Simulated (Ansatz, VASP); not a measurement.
# KTaO3 in two plane-wave programs

One calculation is typed for both programs; each brings its own data sets. How far apart do they land? The cell is taken from a series of runs on this material, whose earlier steps may have relaxed, scaled, displaced or heated it; both programs get it as it stands.

Program: Ansatz 0.2.0. Level of theory: plane waves, with VASP 6.6.1 beside it; zone-centre phonons at LDA. Results are calculated unless marked as measured.

### Step 1. Set-up

The structure is cubic, space group Pm-3m (No. 221). Conventional cell: a = 3.938 Å, b = 3.938 Å, c = 3.938 Å, α = 90.00°, β = 90.00°, γ = 90.00°. Nearest to O lie 2 Ta at 1.97 Å and 4 K at 2.78 Å. Nearest to K lie 12 O at 2.78 Å. Nearest to Ta lie 6 O at 1.97 Å. Farther neighbours and most contacts between anions are not listed.

Coordinates:

```cif
data_structure
_symmetry_space_group_name_H-M 'Pm-3m'
_symmetry_Int_Tables_number 221
_cell_length_a 3.9381
_cell_length_b 3.9381
_cell_length_c 3.9381
_cell_angle_alpha 90.000
_cell_angle_beta 90.000
_cell_angle_gamma 90.000
_cell_volume 61.08
loop_
_atom_site_label
_atom_site_type_symbol
_atom_site_symmetry_multiplicity
_atom_site_Wyckoff_symbol
_atom_site_fract_x
_atom_site_fract_y
_atom_site_fract_z
_atom_site_occupancy
O1 O 3 d 0.50000 0.00000 0.00000 1
K1 K 1 b 0.50000 0.50000 0.50000 1
Ta1 Ta 1 a 0.00000 0.00000 0.00000 1
```

### Step 2. VASP: zone-centre phonons, LDA

Second derivatives magnify differences that forces hide, and they need a tight electronic threshold.

Lines of VASP's logs that name or quote its potential files are left out, and so is its time.

Input file INCAR:

```
SYSTEM = KTaO3
PREC = Accurate
ENCUT = 600
EDIFF = 1E-08
NELM = 120
ISMEAR = 0
SIGMA = 0.01
LREAL = .FALSE.
ALGO = Normal
GGA = CA
NBANDS = 25
LASPH = .TRUE.
LORBIT = 11
LWAVE = .FALSE.
LCHARG = .FALSE.
ISIF = 2
IBRION = 8
LEPSILON = .TRUE.
GGA_COMPAT = .FALSE.
EFERMI = MIDGAP
KPAR = 2
```

Input file POSCAR:

```
KTaO3
1.0
    3.9381410680      0.0000000000      0.0000000000
    0.0000000000      3.9381410680      0.0000000000
    0.0000000000      0.0000000000      3.9381410680
O K Ta
3 1 1
Direct
    0.5000000000      0.0000000000      0.0000000000
    0.0000000000      0.5000000000      0.0000000000
    0.0000000000      0.0000000000      0.5000000000
    0.5000000000      0.5000000000      0.5000000000
    0.0000000000      0.0000000000      0.0000000000
```

Input file KPOINTS:

```
Automatic mesh
0
Gamma
8 8 8
0 0 0
```

The projector-augmented-wave data sets are O, K_sv and Ta_pv (LDA family, release 64).

Launch:

```bash
mpirun -np 2 vasp_std
```

Numbers of over 12 decimals in the logs are rounded to 6 here.

Log:

```text
[banner, memory and clock lines left out]
running    2 mpi-ranks, on    1 nodes
 distrk:  each k-point on    1 cores,    2 groups
 distr:  one band on    1 cores,    1 groups

 POSCAR found type information on POSCAR O K Ta
 POSCAR found :  3 types and       5 ions
 LDA part: xc-table for (Slater(with rela. corr.)+CA(PZ))
 , standard interpolation
 POSCAR, INCAR and KPOINTS ok, starting setup
 FFT: planning ... GRIDC
 FFT: planning ... GRID_SOFT
 FFT: planning ... GRID
 WAVECAR not read
 entering main loop
       N       E                     dE             d eps       ncg     rms          rms(c)
DAV:   1     0.360090624366E+03    0.36009E+03   -0.22682E+04  1750   0.171E+03
DAV:   2    -0.312582406385E+02   -0.39135E+03   -0.38070E+03  2053   0.465E+02
DAV:   3    -0.524386279523E+02   -0.21180E+02   -0.21096E+02  2428   0.104E+02
DAV:   4    -0.532433533398E+02   -0.80473E+00   -0.80359E+00  2930   0.138E+01
DAV:   5    -0.532488050624E+02   -0.54517E-02   -0.54512E-02  2371   0.100E+00    0.364E+01
DAV:   6    -0.453708145683E+02    0.78780E+01   -0.37983E+01  2194   0.428E+01    0.147E+01
DAV:   7    -0.451531022329E+02    0.21771E+00   -0.20872E+00  2309   0.947E+00    0.965E+00
DAV:   8    -0.450649183950E+02    0.88184E-01   -0.34263E-01  2274   0.491E+00    0.187E+00
DAV:   9    -0.450556536805E+02    0.92647E-02   -0.29210E-02  2287   0.131E+00    0.229E-01
DAV:  10    -0.450546521255E+02    0.10016E-02   -0.81715E-03  2432   0.628E-01    0.876E-02
DAV:  11    -0.450546075360E+02    0.44589E-04   -0.60260E-04  2455   0.176E-01    0.315E-02
DAV:  12    -0.450546088294E+02   -0.12934E-05   -0.34952E-05  2679   0.421E-02    0.817E-03
DAV:  13    -0.450546082872E+02    0.54218E-06   -0.28952E-06  2326   0.120E-02    0.415E-03
DAV:  14    -0.450546082480E+02    0.39247E-07   -0.21110E-07  2535   0.355E-03    0.948E-04
DAV:  15    -0.450546082463E+02    0.16917E-08   -0.37708E-08  2049   0.125E-03
   1 F= -.45054608E+02 E0= -.45054608E+02  d E =0.000000E+00
 Linear response reoptimize wavefunctions to high precision
DAV:   1    -0.450546082461E+02    0.14961E-09   -0.35083E-09  1696   0.442E-04
DAV:   2    -0.450546082462E+02   -0.61846E-10   -0.36088E-10  1562   0.141E-04
 Linear response G [H, r] |phi>, progress :
  Direction:   1
       N       E                     dE             d eps       ncg     rms
RMM:   1    -0.135818817649E+03   -0.13582E+03    0.71183E+02  3025   0.196E+02
RMM:   2    -0.128966108133E+03    0.68527E+01   -0.30579E+01  2947   0.354E+01
RMM:   3    -0.129503356452E+03   -0.53725E+00   -0.45718E+00  3493   0.765E+00
RMM:   4    -0.129531300555E+03   -0.27944E-01   -0.71156E-01  3840   0.252E+00
RMM:   5    -0.129552815136E+03   -0.21515E-01   -0.15264E-01  3992   0.112E+00
RMM:   6    -0.129562289378E+03   -0.94742E-02   -0.49130E-02  4110   0.553E-01
RMM:   7    -0.129564703943E+03   -0.24146E-02   -0.19528E-02  4236   0.303E-01
RMM:   8    -0.129565380238E+03   -0.67629E-03    0.17493E-02  4275   0.178E-01
RMM:   9    -0.129565327996E+03    0.52242E-04   -0.33797E-02  4225   0.115E-01
RMM:  10    -0.129565734613E+03   -0.40662E-03    0.49147E-03  4138   0.782E-02
RMM:  11    -0.129565740117E+03   -0.55037E-05   -0.20292E-02  4056   0.562E-02
RMM:  12    -0.129565785668E+03   -0.45551E-04    0.12192E-02  4005   0.426E-02
RMM:  13    -0.129565828764E+03   -0.43097E-04   -0.72454E-03  3967   0.346E-02
RMM:  14    -0.129565810505E+03    0.18259E-04    0.81612E-03  3983   0.297E-02
RMM:  15    -0.129565788680E+03    0.21825E-04    0.20416E-03  3973   0.266E-02
RMM:  16    -0.129565786510E+03    0.21700E-05    0.18700E-03  3995   0.247E-02
RMM:  17    -0.129565813016E+03   -0.26506E-04   -0.72234E-04  4007   0.235E-02
RMM:  18    -0.129565846750E+03   -0.33734E-04    0.23596E-04  4025   0.227E-02
RMM:  19    -0.129565853284E+03   -0.65340E-05    0.14269E-03  4030   0.222E-02
RMM:  20    -0.129565871602E+03   -0.18318E-04    0.26209E-03  4053   0.219E-02
 Linear response G [H, r] |phi>, progress :
  Direction:   2
       N       E                     dE             d eps       ncg     rms
RMM:   1    -0.149145042674E+03   -0.14915E+03    0.55145E+02  2957   0.195E+02
RMM:   2    -0.148363065068E+03    0.78198E+00   -0.34948E+01  2850   0.379E+01
RMM:   3    -0.148996293613E+03   -0.63323E+00   -0.60663E+00  3557   0.910E+00
RMM:   4    -0.149059154596E+03   -0.62861E-01   -0.94785E-01  3930   0.301E+00
RMM:   5    -0.149091407593E+03   -0.32253E-01   -0.20703E-01  4091   0.135E+00
RMM:   6    -0.149102755102E+03   -0.11348E-01   -0.60663E-02  4143   0.666E-01
RMM:   7    -0.149106059986E+03   -0.33049E-02   -0.25112E-02  4280   0.368E-01
RMM:   8    -0.149106975611E+03   -0.91562E-03    0.76610E-03  4300   0.215E-01
RMM:   9    -0.149107339387E+03   -0.36378E-03    0.97699E-02  4258   0.140E-01
RMM:  10    -0.149107324286E+03    0.15101E-04   -0.75936E-03  4210   0.965E-02
RMM:  11    -0.149107297461E+03    0.26825E-04   -0.40085E-03  4102   0.707E-02
[...]
RMM:  15    -0.791290270687E+00    0.70704E-05   -0.27687E-06  7707   0.245E-03    0.977E-04
RMM:  16    -0.791286444305E+00    0.38264E-05   -0.31070E-06  7699   0.202E-03    0.156E-04
RMM:  17    -0.791285407312E+00    0.10370E-05   -0.11473E-06  7620   0.173E-03    0.469E-04
RMM:  18    -0.791285563498E+00   -0.15619E-06   -0.22802E-06  6863   0.155E-03    0.467E-04
[...]
RMM:   2    -0.360580799873E+00    0.51525E-02   -0.10500E-02 10538   0.467E-01    0.120E-01
RMM:   3    -0.361778366511E+00   -0.11976E-02   -0.18477E-03 10441   0.158E-01    0.592E-02
RMM:   4    -0.363252811140E+00   -0.14744E-02   -0.59217E-04 10451   0.108E-01    0.146E-02
RMM:   5    -0.363312497979E+00   -0.59687E-04   -0.74663E-05 12190   0.316E-02    0.391E-03
RMM:   6    -0.363322234410E+00   -0.97364E-05   -0.13515E-05 13658   0.104E-02    0.248E-03
RMM:   7    -0.363315909426E+00    0.63250E-05   -0.34369E-06 12887   0.515E-03    0.580E-04
RMM:   8    -0.363320595930E+00   -0.46865E-05   -0.10250E-06 14036   0.262E-03    0.291E-04
RMM:   9    -0.363320595157E+00    0.77290E-09    0.10816E-06 13981   0.155E-03    0.152E-04
RMM:  10    -0.363320388473E+00    0.20668E-06   -0.14472E-06 14404   0.107E-03    0.804E-05
RMM:  11    -0.363320164693E+00    0.22378E-06   -0.17727E-07 14302   0.847E-04    0.514E-05
RMM:  12    -0.363320247928E+00   -0.83235E-07   -0.45173E-08 14447   0.716E-04    0.176E-05
RMM:  13    -0.363320228542E+00    0.19386E-07    0.14774E-07 14438   0.635E-04    0.106E-05
RMM:  14    -0.363320286790E+00   -0.58248E-07   -0.51226E-07 14430   0.589E-04    0.286E-06
RMM:  15    -0.363320283397E+00    0.33924E-08   -0.14277E-07 14173   0.558E-04    0.293E-06
RMM:  16    -0.363320296236E+00   -0.12839E-07   -0.28244E-07 14080   0.539E-04    0.161E-06
RMM:  17    -0.363320302038E+00   -0.58018E-08   -0.27689E-07 13709   0.526E-04    0.831E-07
RMM:  18    -0.363320301100E+00    0.93868E-09   -0.42496E-07 13465   0.518E-04    0.129E-06
RMM:  19    -0.363320308536E+00   -0.74367E-08   -0.27487E-07 13863   0.513E-04    0.720E-07
RMM:  20    -0.363320310309E+00   -0.17725E-08   -0.29198E-07 13570   0.509E-04    0.637E-07
RMM:  21    -0.363320313809E+00   -0.35004E-08   -0.24241E-07 13803   0.506E-04    0.715E-07
RMM:  22    -0.363320314149E+00   -0.33973E-09   -0.27930E-07 13593   0.504E-04    0.683E-07
 first order change of Fermi-energy   0.12947E-03
 force on displaced ion       1 direction 2 :   0.000  -4.200   0.000
 Born effective charge ion    1 direction 2 :   0.000  -1.702   0.000
 Linear response progress:
  Degree of freedom:   3/  4
       N       E                     dE             d eps       ncg     rms          rms(c)
RMM:   1    -0.305544860191E+00   -0.30554E+00    0.18517E-01  6313   0.291E+00
RMM:   2    -0.305604552803E+00   -0.59693E-04   -0.40452E-02  6556   0.760E-01    0.529E-02
RMM:   3    -0.306520695410E+00   -0.91614E-03   -0.65199E-03  7083   0.254E-01    0.264E-02
RMM:   4    -0.306826377407E+00   -0.30568E-03   -0.10615E-03  7750   0.790E-02    0.248E-02
RMM:   5    -0.306845470655E+00   -0.19093E-04   -0.26881E-04  7664   0.385E-02    0.137E-02
RMM:   6    -0.306833123714E+00    0.12347E-04   -0.59438E-05  7843   0.201E-02    0.126E-03
RMM:   7    -0.306839344309E+00   -0.62206E-05   -0.20160E-05  8066   0.969E-03    0.126E-03
RMM:   8    -0.306836460994E+00    0.28833E-05   -0.23356E-06  8307   0.479E-03    0.972E-04
RMM:   9    -0.306834057056E+00    0.24039E-05   -0.46972E-06  8287   0.274E-03    0.900E-04
RMM:  10    -0.306825406192E+00    0.86509E-05   -0.29548E-06  7788   0.197E-03    0.723E-04
RMM:  11    -0.306828153556E+00   -0.27474E-05   -0.17580E-06  7782   0.134E-03    0.194E-04
RMM:  12    -0.306827114263E+00    0.10393E-05   -0.63201E-07  8338   0.953E-04    0.636E-05
RMM:  13    -0.306826845772E+00    0.26849E-06   -0.10983E-06  8560   0.767E-04    0.578E-05
RMM:  14    -0.306826832253E+00    0.13519E-07   -0.21512E-07  8391   0.663E-04    0.834E-05
RMM:  15    -0.306827348980E+00   -0.51673E-06   -0.58472E-07  8336   0.619E-04    0.194E-04
RMM:  16    -0.306826907074E+00    0.44191E-06    0.11666E-07  8359   0.587E-04    0.116E-04
RMM:  17    -0.306826413722E+00    0.49335E-06   -0.67352E-07  8474   0.568E-04    0.249E-05
RMM:  18    -0.306825820661E+00    0.59306E-06    0.13761E-07  8525   0.559E-04    0.105E-04
RMM:  19    -0.306825741600E+00    0.79061E-07   -0.65764E-07  8715   0.542E-04    0.123E-04
RMM:  20    -0.306825972607E+00   -0.23101E-06    0.11223E-07  8580   0.539E-04    0.746E-05
RMM:  21    -0.306826119794E+00   -0.14719E-06   -0.56033E-07  8818   0.535E-04    0.407E-05
RMM:  22    -0.306826144868E+00   -0.25074E-07   -0.22252E-08  8762   0.532E-04    0.333E-05
RMM:  23    -0.306826134775E+00    0.10093E-07   -0.39698E-07  8537   0.530E-04    0.342E-05
RMM:  24    -0.306826131666E+00    0.31098E-08    0.72808E-08  8509   0.529E-04    0.341E-05
 first order change of Fermi-energy  -0.17491E-03
 force on displaced ion       4 direction 1 :  -4.234  -0.000   0.000
 Born effective charge ion    4 direction 1 :   1.154   0.000   0.000
 Linear response progress:
  Degree of freedom:   4/  4
       N       E                     dE             d eps       ncg     rms          rms(c)
RMM:   1    -0.189015137914E+00   -0.18902E+00    0.76694E+00  4519   0.157E+01
RMM:   2    -0.212059149675E+00   -0.23044E-01   -0.34807E-02  5860   0.116E+00    0.155E-01
RMM:   3    -0.210827600712E+00    0.12315E-02   -0.15482E-03  6496   0.195E-01    0.830E-02
RMM:   4    -0.209918590757E+00    0.90901E-03   -0.28853E-04  7073   0.880E-02    0.263E-02
RMM:   5    -0.209696969079E+00    0.22162E-03   -0.36890E-05  7624   0.264E-02    0.564E-03
RMM:   6    -0.209675226680E+00    0.21742E-04   -0.73244E-06  7956   0.868E-03    0.217E-03
RMM:   7    -0.209670825582E+00    0.44011E-05   -0.19630E-06  7820   0.367E-03    0.712E-04
RMM:   8    -0.209671115592E+00   -0.29001E-06   -0.58228E-07  8237   0.187E-03    0.320E-04
RMM:   9    -0.209671906152E+00   -0.79056E-06   -0.72491E-07  8282   0.119E-03    0.870E-05
RMM:  10    -0.209672096965E+00   -0.19081E-06   -0.90152E-07  8355   0.833E-04    0.335E-05
RMM:  11    -0.209672136219E+00   -0.39254E-07    0.25805E-07  8634   0.648E-04    0.147E-05
RMM:  12    -0.209672148500E+00   -0.12280E-07   -0.38294E-07  8705   0.536E-04    0.136E-05
RMM:  13    -0.209672131369E+00    0.17130E-07    0.12621E-07  8679   0.468E-04    0.758E-06
RMM:  14    -0.209672161151E+00   -0.29782E-07    0.71621E-08  8747   0.423E-04    0.433E-06
RMM:  15    -0.209672200495E+00   -0.39345E-07   -0.54925E-07  8667   0.398E-04    0.233E-06
RMM:  16    -0.209672197485E+00    0.30105E-08   -0.97893E-08  8688   0.381E-04    0.209E-06
 first order change of Fermi-energy   0.48168E-03
 force on displaced ion       5 direction 1 :  -4.795  -0.000   0.000
 Born effective charge ion    5 direction 1 :   8.776   0.000   0.000
 Born effective charges drift removed
 Linear response finished
```

(Continued in part 2 of 3.)

[Lines on the potential files, build, host, timing and source positions are cut from VASP's logs without a mark.]

[Logs are printed without paths, hosts, clocks, repeated set-up lines and the standing remarks that a program may print on its own settings, such as how far it seeks lower states.]

[Hosts, paths, dates, database ids (printed as entryN), source tags and the programs' standing remarks are cut or masked in the printed files.]
